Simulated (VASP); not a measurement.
# NiO: zone-centre modes, functional by functional, part 2 of 3

Aim: the vibrations of NiO at the zone centre, at several levels of theory. The starting structure is a measured crystal structure from the Crystallography Open Database. These runs hold a net moment, 2.0 μB a cell; experiment finds antiferromagnetic order in this phase at low temperature (arxiv:1210.6675), so these aren't the modes of its ground state.

VASP 6.6.1.

Results so far: LDA+U (Ni d 6.2 eV) T1u 359.5 cm⁻¹; LDA+U (Ni d 6.2 eV) at the measured cell T1u 281.4 cm⁻¹.

### 4. Modes with PBEsol+U (Ni d 6.2 eV)

Level of this step: PBEsol, DFT+U (Ni d 6.2 eV), spin-polarised from a ferromagnetic start; plane waves and PAW (Ni, O) (VASP).

PBEsol restores the gradient expansion of exchange and is tuned for the cells of solids. The cell comes from a relaxation at this level, not shown (17.51 Å³).

Input file INCAR:

```
SYSTEM = NiO
PREC = Accurate
ENCUT = 520
EDIFF = 1E-08
NELM = 100
ISMEAR = 0
SIGMA = 0.03
LREAL = .FALSE.
ALGO = Normal
GGA = PS
NBANDS = 15
ISPIN = 2
MAGMOM = 1 0
LDAU = .TRUE.
LDAUTYPE = 2
LDAUL = 2 -1
LDAUU = 6.2 0
LDAUJ = 0 0
LDAUPRINT = 1
LASPH = .TRUE.
LMAXMIX = 4
LORBIT = 11
LWAVE = .FALSE.
LCHARG = .FALSE.
KPAR = 2
IBRION = 6
NFREE = 2
POTIM = 0.015
NSW = 1
ISIF = 2
```

Input file POSCAR:

```
NiO
1.0
    0.0000000000      2.0611530927      2.0611530927
    2.0611530927      0.0000000000      2.0611530927
    2.0611530927      2.0611530927      0.0000000000
Ni O
1 1
Direct
    0.0000000000      0.0000000000      0.0000000000
    0.5000000000      0.5000000000      0.5000000000
```

Input file KPOINTS:

```
Automatic mesh
0
Gamma
8 8 8
0 0 0
```

Potentials, in the order of the species: Ni and O (PBE family, release 64).

The run is started by

```bash
mpirun -np 2 vasp_std
```

The program printed:

```text
[banner, memory and clock lines left out]
running    2 mpi-ranks, on    1 nodes
[...]
|                                                                             |
|               ----> ADVICE to this user running VASP <----                  |
|                                                                             |
|     You enforced a specific xc type in the INCAR file but a different       |
|     [... a line on the potential file left out ...]
|     I HOPE YOU KNOW WHAT YOU ARE DOING!                                     |
|                                                                             |

 LDA part: xc-table for (Slater+PW92), standard interpolation
 POSCAR, INCAR and KPOINTS ok, starting setup
[...]
entering main loop
       N       E                     dE             d eps       ncg     rms          rms(c)
DAV:   1     0.789435756045E+02    0.78944E+02   -0.75844E+03  1852   0.134E+03
DAV:   2    -0.572341779376E+01   -0.84667E+02   -0.75013E+02  1971   0.257E+02
DAV:   3    -0.100158549228E+02   -0.42924E+01   -0.41543E+01  1992   0.636E+01
DAV:   4    -0.100489296015E+02   -0.33075E-01   -0.33069E-01  2084   0.552E+00
[...]
DAV:  14    -0.109936052147E+02   -0.51755E-05   -0.22737E-05  2167   0.545E-02    0.490E-03
DAV:  15    -0.109936053160E+02   -0.10129E-06   -0.98827E-07  2060   0.148E-02    0.253E-03
DAV:  16    -0.109936053257E+02   -0.97032E-08   -0.66946E-08  1968   0.258E-03
   1 F= -.10993605E+02 E0= -.10993605E+02  d E =-.189683E-28  mag=     2.0000
[... from here on, the cycles between the ionic steps are left out ...]
   2 F= -.10992907E+02 E0= -.10992907E+02  d E =-.239680E-28  mag=     2.0000
   3 F= -.10992907E+02 E0= -.10992907E+02  d E =-.239590E-28  mag=     2.0000
   4 F= -.10992905E+02 E0= -.10992905E+02  d E =-.239968E-28  mag=     2.0000
   5 F= -.10992905E+02 E0= -.10992905E+02  d E =-.239297E-28  mag=     2.0000
 Finite differences progress:
  Degree of freedom:   2/  2
  Displacement:        2/  2
  Total:               4/  4
```

Elapsed: 58 s, on 2 MPI ranks of Intel Xeon Platinum 8488C (Sapphire Rapids), shared host; peak memory 0.34 GiB.

OUTCAR, selected parts (step 4):

```text
  Total        0.0129844     -0.0001221     -0.0001221      0.0000000      0.0000000      0.0000000
  in kB        1.1878809     -0.0111659     -0.0111659      0.0000000      0.0000000      0.0000000
  external PRESSURE =       0.3885164 kB  Pullay stress =       0.0000000 kB

 POSITION                                       TOTAL-FORCE (eV/Angst)
 -----------------------------------------------------------------------------------
      0.00000      0.00000      0.00000        -0.084019      0.000000      0.000000
      2.04615      2.06115      2.06115         0.084019      0.000000      0.000000
 -----------------------------------------------------------------------------------
    total drift:                               -0.000048     -0.000000     -0.000000

  FREE ENERGIE OF THE ION-ELECTRON SYSTEM (eV)
  ---------------------------------------------------
  free  energy   TOTEN  =       -10.9929047303 eV

  energy  without entropy=      -10.9929047303  energy(sigma->0) =      -10.99290473

 magnetization (x)
# of ion       s       p       d       tot
------------------------------------------
    1        0.011   0.014   1.785   1.810
    2        0.019   0.167   0.000   0.187
--------------------------------------------------
tot          0.030   0.182   1.785   1.997

[... 1 part as in an earlier step ...]

[... 2 further parts left out ...]
[key lines of the parts left out:]
E-fermi :   7.4510
```

With PBEsol+U (Ni d 6.2 eV) the mode is T1u 348.0 cm⁻¹, -11.5 cm⁻¹ from LDA+U (Ni d 6.2 eV).

### 5. Modes with PBE+U (Ni d 6.2 eV)

PBE, the usual starting point, adds the gradient of the density. The cell comes from a relaxation at this level, not shown (18.49 Å³).

INCAR: that of step 4 with these lines changed.

```diff
@@ -9,3 +9,3 @@
 ALGO = Normal
-GGA = PS
+GGA = PE
 NBANDS = 15
```

Input file POSCAR:

```
NiO
1.0
    0.0000000000      2.0986940575      2.0986940575
    2.0986940575      0.0000000000      2.0986940575
    2.0986940575      2.0986940575      0.0000000000
Ni O
1 1
Direct
    0.0000000000      0.0000000000      0.0000000000
    0.5000000000      0.5000000000      0.5000000000
```

KPOINTS is that of step 4.

The run is started by

```bash
mpirun -np 2 vasp_std
```

The program printed:

```text
[banner, memory and clock lines left out]
running    2 mpi-ranks, on    1 nodes
[...]
LDA part: xc-table for (Slater+PW92), standard interpolation
 POSCAR, INCAR and KPOINTS ok, starting setup
[...]
entering main loop
       N       E                     dE             d eps       ncg     rms          rms(c)
DAV:   1     0.820893092543E+02    0.82089E+02   -0.76959E+03  1804   0.133E+03
DAV:   2    -0.446006577986E+01   -0.86549E+02   -0.76354E+02  1929   0.260E+02
DAV:   3    -0.909529519898E+01   -0.46352E+01   -0.45178E+01  1943   0.659E+01
DAV:   4    -0.913346463713E+01   -0.38169E-01   -0.38160E-01  2125   0.583E+00
[...]
DAV:  17    -0.101656320546E+02    0.77119E-07   -0.47633E-08  1947   0.432E-03    0.111E-03
DAV:  18    -0.101656320837E+02   -0.29085E-07   -0.18794E-08  1576   0.200E-03    0.171E-04
DAV:  19    -0.101656320878E+02   -0.41323E-08   -0.71682E-10  1003   0.334E-04
   1 F= -.10165632E+02 E0= -.10165632E+02  d E =-.762499E-21  mag=     2.0000
[... from here on, the cycles between the ionic steps are left out ...]
   2 F= -.10164977E+02 E0= -.10164977E+02  d E =-.163063E-20  mag=     2.0000
   3 F= -.10164977E+02 E0= -.10164977E+02  d E =-.163005E-20  mag=     2.0000
   4 F= -.10164978E+02 E0= -.10164978E+02  d E =-.163447E-20  mag=     2.0000
   5 F= -.10164978E+02 E0= -.10164978E+02  d E =-.163063E-20  mag=     2.0000
 Finite differences progress:
  Degree of freedom:   2/  2
  Displacement:        2/  2
  Total:               4/  4
```

It took 63 s on 2 MPI ranks; peak memory 0.36 GiB; 2 min of CPU time.

From OUTCAR (step 5):

```text
  Total        0.0121375      0.0006223      0.0006223      0.0000000      0.0000000      0.0000000
  in kB        1.0518734      0.0539269      0.0539269      0.0000000      0.0000000      0.0000000
  external PRESSURE =       0.3865758 kB  Pullay stress =       0.0000000 kB

 POSITION                                       TOTAL-FORCE (eV/Angst)
 -----------------------------------------------------------------------------------
      0.00000      0.00000      0.00000        -0.072393      0.000000      0.000000
      2.08369      2.09869      2.09869         0.072393      0.000000      0.000000
 -----------------------------------------------------------------------------------
    total drift:                                0.000304     -0.000001     -0.000001

  FREE ENERGIE OF THE ION-ELECTRON SYSTEM (eV)
  ---------------------------------------------------
  free  energy   TOTEN  =       -10.1649775291 eV

  energy  without entropy=      -10.1649775291  energy(sigma->0) =      -10.16497753

 magnetization (x)
# of ion       s       p       d       tot
------------------------------------------
    1        0.012   0.013   1.800   1.824
    2        0.017   0.152   0.000   0.169
--------------------------------------------------
tot          0.029   0.165   1.800   1.994

[... 1 part as in an earlier step ...]

[... 2 further parts left out ...]
[key lines of the parts left out:]
E-fermi :   6.7884
```

With PBE+U (Ni d 6.2 eV) the mode is T1u 323.1 cm⁻¹, -36.4 cm⁻¹ from LDA+U (Ni d 6.2 eV).

### 6. Modes with PBEsol + D3(BJ)+U (Ni d 6.2 eV)

D3 with Becke-Johnson damping keeps a finite attraction at short range. The cell comes from a relaxation at this level, not shown (17.35 Å³).

INCAR: that of step 5 with these lines changed.

```diff
@@ -9,3 +9,4 @@
 ALGO = Normal
-GGA = PE
+GGA = PS
+IVDW = 12
 NBANDS = 15
```

Input file POSCAR:

```
NiO
1.0
    0.0000000000      2.0547081218      2.0547081218
    2.0547081218      0.0000000000      2.0547081218
    2.0547081218      2.0547081218      0.0000000000
Ni O
1 1
Direct
    0.0000000000      0.0000000000      0.0000000000
    0.5000000000      0.5000000000      0.5000000000
```

KPOINTS is that of step 5.

The run is started by

```bash
mpirun -np 2 vasp_std
```

The program printed:

```text
[banner, memory and clock lines left out]
running    2 mpi-ranks, on    1 nodes
[...]
[... a notice as in an earlier step ...]

 LDA part: xc-table for (Slater+PW92), standard interpolation
 POSCAR, INCAR and KPOINTS ok, starting setup
[...]
entering main loop
       N       E                     dE             d eps       ncg     rms          rms(c)
DAV:   1     0.803250537836E+02    0.80325E+02   -0.75991E+03  1820   0.135E+03
DAV:   2    -0.566050012868E+01   -0.85986E+02   -0.75984E+02  1936   0.259E+02
DAV:   3    -0.100196356155E+02   -0.43591E+01   -0.42704E+01  1957   0.650E+01
DAV:   4    -0.100550752999E+02   -0.35440E-01   -0.35434E-01  2119   0.575E+00
[...]
DAV:  14    -0.109923963738E+02   -0.50324E-05   -0.21652E-05  2044   0.527E-02    0.476E-03
DAV:  15    -0.109923964778E+02   -0.10404E-06   -0.91078E-07  2090   0.144E-02    0.240E-03
DAV:  16    -0.109923964877E+02   -0.98839E-08   -0.64118E-08  1989   0.253E-03
   1 F= -.11445733E+02 E0= -.11445733E+02  d E =-.253687E-29  mag=     2.0000
[... from here on, the cycles between the ionic steps are left out ...]
   2 F= -.11445022E+02 E0= -.11445022E+02  d E =-.328932E-29  mag=     2.0000
   3 F= -.11445022E+02 E0= -.11445022E+02  d E =-.328771E-29  mag=     2.0000
   4 F= -.11445020E+02 E0= -.11445020E+02  d E =-.329271E-29  mag=     2.0000
   5 F= -.11445020E+02 E0= -.11445020E+02  d E =-.328379E-29  mag=     2.0000
 Finite differences progress:
  Degree of freedom:   2/  2
  Displacement:        2/  2
  Total:               4/  4
```

It took 67 s on 2 MPI ranks; peak memory 0.36 GiB.

OUTCAR, selected parts (step 6):

```text
 Edisp (eV)   -0.45336

 Edisp (eV)   -0.45336

  Total       0.01506     0.00184     0.00184    -0.00000     0.00000     0.00000
  in kB       1.39041     0.16998     0.16998    -0.00000     0.00000     0.00000
  external pressure =        0.58 kB  Pullay stress =        0.00 kB

 POSITION                                       TOTAL-FORCE (eV/Angst)
 -----------------------------------------------------------------------------------
      0.00000      0.00000      0.00000        -0.085569      0.000000      0.000000
      2.03971      2.05471      2.05471         0.085569      0.000000      0.000000
 -----------------------------------------------------------------------------------
    total drift:                               -0.000080      0.000000      0.000000

  FREE ENERGIE OF THE ION-ELECTRON SYSTEM (eV)
  ---------------------------------------------------
  free  energy   TOTEN  =       -11.4450197928 eV

  energy  without entropy=      -11.4450197928  energy(sigma->0) =      -11.44501979

 magnetization (x)
# of ion       s       p       d       tot
------------------------------------------
    1        0.011   0.014   1.784   1.810
    2        0.019   0.169   0.000   0.188
--------------------------------------------------
tot          0.031   0.183   1.784   1.998

[... 1 part as in an earlier step ...]

[... 2 further parts left out ...]
[key lines of the parts left out:]
E-fermi :   7.5955
```

With PBEsol + D3(BJ)+U (Ni d 6.2 eV) the mode is T1u 351.2 cm⁻¹, -8.3 cm⁻¹ from LDA+U (Ni d 6.2 eV).

### 7. Modes with r2SCAN+U (Ni d 6.2 eV)

r2SCAN adds the kinetic-energy density, costs more than a GGA and is run with LASPH. The cell comes from a relaxation at this level, not shown (17.99 Å³).

INCAR: that of step 6 with these lines changed.

```diff
@@ -9,4 +9,4 @@
 ALGO = Normal
-GGA = PS
-IVDW = 12
+METAGGA = R2SCAN
+LASPH = .TRUE.
 NBANDS = 15
@@ -20,3 +20,2 @@
 LDAUPRINT = 1
-LASPH = .TRUE.
 LMAXMIX = 4
```

Input file POSCAR:

```
NiO
1.0
    0.0000000000      2.0797566160      2.0797566160
    2.0797566160      0.0000000000      2.0797566160
    2.0797566160      2.0797566160      0.0000000000
Ni O
1 1
Direct
    0.0000000000      0.0000000000      0.0000000000
    0.5000000000      0.5000000000      0.5000000000
```

KPOINTS is that of step 6.

The run is started by

```bash
mpirun -np 2 vasp_std
```

The program printed:

```text
[banner, memory and clock lines left out]
running    2 mpi-ranks, on    1 nodes
[...]
[... a notice as in an earlier step ...]

 LDA part: xc-table for (None), standard interpolation
 POSCAR, INCAR and KPOINTS ok, starting setup
[...]
entering main loop
       N       E                     dE             d eps       ncg     rms          rms(c)
DAV:   1     0.739457782190E+02    0.73946E+02   -0.76986E+03  1796   0.136E+03
DAV:   2    -0.155697120021E+02   -0.89515E+02   -0.79402E+02  1943   0.264E+02
DAV:   3    -0.204225497170E+02   -0.48528E+01   -0.47463E+01  1915   0.690E+01
DAV:   4    -0.204639459913E+02   -0.41396E-01   -0.41388E-01  2155   0.627E+00
[...]
DAV:  18    -0.190696155071E+02    0.28330E-07   -0.13937E-09  1115   0.570E-04    0.132E-04
DAV:  19    -0.190696154965E+02    0.10613E-07   -0.65482E-10  1101   0.318E-04    0.517E-05
DAV:  20    -0.190696154989E+02   -0.24097E-08   -0.11433E-10  1073   0.111E-04
   1 F= -.19069615E+02 E0= -.19069615E+02  d E =-.142000E-34  mag=     2.0000
[... from here on, the cycles between the ionic steps are left out ...]
   2 F= -.19068805E+02 E0= -.19068805E+02  d E =-.197248E-34  mag=     2.0000
   3 F= -.19068809E+02 E0= -.19068809E+02  d E =-.205387E-34  mag=     2.0000
   4 F= -.19068911E+02 E0= -.19068911E+02  d E =-.234430E-34  mag=     2.0000
   5 F= -.19068907E+02 E0= -.19068907E+02  d E =-.223937E-34  mag=     2.0000
 Finite differences progress:
  Degree of freedom:   2/  2
  Displacement:        2/  2
  Total:               4/  4
```

It took 3.4 min on 2 MPI ranks; peak memory 0.37 GiB.

From OUTCAR (step 7):

```text
  Total        0.0110139      0.0000300      0.0000300      0.0000000      0.0000000      0.0000000
  in kB        0.9808126      0.0026723      0.0026723      0.0000000      0.0000000      0.0000000
  external PRESSURE =       0.3287191 kB  Pullay stress =       0.0000000 kB

 POSITION                                       TOTAL-FORCE (eV/Angst)
 -----------------------------------------------------------------------------------
      0.00000      0.00000      0.00000        -0.093747      0.000000      0.000000
      2.06476      2.07976      2.07976         0.093747      0.000000      0.000000
 -----------------------------------------------------------------------------------
    total drift:                                0.002339     -0.000003     -0.000003

  FREE ENERGIE OF THE ION-ELECTRON SYSTEM (eV)
  ---------------------------------------------------
  free  energy   TOTEN  =       -19.0689074413 eV

  energy  without entropy=      -19.0689074413  energy(sigma->0) =      -19.06890744

 magnetization (x)
# of ion       s       p       d       tot
------------------------------------------
    1        0.014   0.014   1.853   1.881
    2        0.015   0.115   0.000   0.130
--------------------------------------------------
tot          0.029   0.129   1.853   2.012

[... 1 part as in an earlier step ...]

[... 2 further parts left out ...]
[key lines of the parts left out:]
E-fermi :   6.8259
```

With r2SCAN+U (Ni d 6.2 eV) the mode is T1u 371.7 cm⁻¹, +12.2 cm⁻¹ from LDA+U (Ni d 6.2 eV).

### 8. Modes with r2SCAN + rVV10+U (Ni d 6.2 eV)

rVV10 adds a nonlocal correlation energy for dispersion. The cell comes from a relaxation at this level, not shown (17.83 Å³).

INCAR: that of step 7 with these lines changed.

```diff
@@ -10,2 +10,6 @@
 METAGGA = R2SCAN
+LUSE_VDW = .TRUE.
+IVDW_NL = 2
+BPARAM = 11.95
+CPARAM = 0.0093
 LASPH = .TRUE.
```

Input file POSCAR:

```
NiO
1.0
    0.0000000000      2.0735472250      2.0735472250
    2.0735472250      0.0000000000      2.0735472250
    2.0735472250      2.0735472250      0.0000000000
Ni O
1 1
Direct
    0.0000000000      0.0000000000      0.0000000000
    0.5000000000      0.5000000000      0.5000000000
```

KPOINTS is that of step 7.

The run is started by

```bash
mpirun -np 2 vasp_std
```

The program printed:

```text
[banner, memory and clock lines left out]
running    2 mpi-ranks, on    1 nodes
[...]
|                                                                             |
|               ----> ADVICE to this user running VASP <----                  |
|                                                                             |
|     You have switched on vdW-DFT.                                           |
|     This routine was written and supplied by Jiri Klimes. We recommend      |
|     that you carefully read and cite the following publications:            |
|       J. Klimes, D.R. Bowler, A. Michelides                                 |
|          J. Phys.: Cond Matt. 22 022201 (2010)                              |
|       J. Klimes, D.R. Bowler, A. Michelides                                 |
|          Phys. Rev. B. 83, 195131 (2011)                                    |
|     and references therein.                                                 |
|                                                                             |

[...]
DAV:  16    -0.186698816480E+02    0.22596E-06   -0.14859E-07  1895   0.399E-03    0.985E-04
Total rVV10 correction in eV:      0.3980953    17.2201034
Total rVV10 correction in eV:      0.3980953    17.2201034
DAV:  17    -0.186698816596E+02   -0.11612E-07   -0.19805E-08  1908   0.185E-03    0.397E-04
Total rVV10 correction in eV:      0.3980954    17.2201034
Total rVV10 correction in eV:      0.3980954    17.2201034
DAV:  18    -0.186698816516E+02    0.80261E-08   -0.14009E-09  1185   0.571E-04
Total rVV10 correction in eV:      0.3980957    17.2201034
Total rVV10 correction in eV:      0.3980957    17.2201034
Total rVV10 correction in eV:      0.3980956    17.2201034
Total rVV10 correction in eV:      0.3980956    17.2201034
   1 F= -.18669882E+02 E0= -.18669882E+02  d E =-.166241E-38  mag=     2.0000
[... from here on, the cycles between the ionic steps are left out ...]
   2 F= -.18669057E+02 E0= -.18669057E+02  d E =-.233067E-38  mag=     2.0000
   3 F= -.18669059E+02 E0= -.18669059E+02  d E =-.244942E-38  mag=     2.0000
   4 F= -.18669137E+02 E0= -.18669137E+02  d E =-.283651E-38  mag=     2.0000
   5 F= -.18669135E+02 E0= -.18669135E+02  d E =-.269504E-38  mag=     2.0000
 Finite differences progress:
  Degree of freedom:   2/  2
  Displacement:        2/  2
  Total:               4/  4
```

It took 6.3 min on 2 MPI ranks; peak memory 0.5 GiB.

[end of part 2 of 3]

[Lines on the potential files, build, host, timing and source positions are cut from VASP's logs without a mark.]

[Logs are printed without paths, hosts, clocks, repeated set-up lines and the standing remarks that a program may print on its own settings, such as how far it seeks lower states.]

[Hosts, paths, dates, database ids (printed as entryN), source tags and the programs' standing remarks are cut or masked in the printed files.]
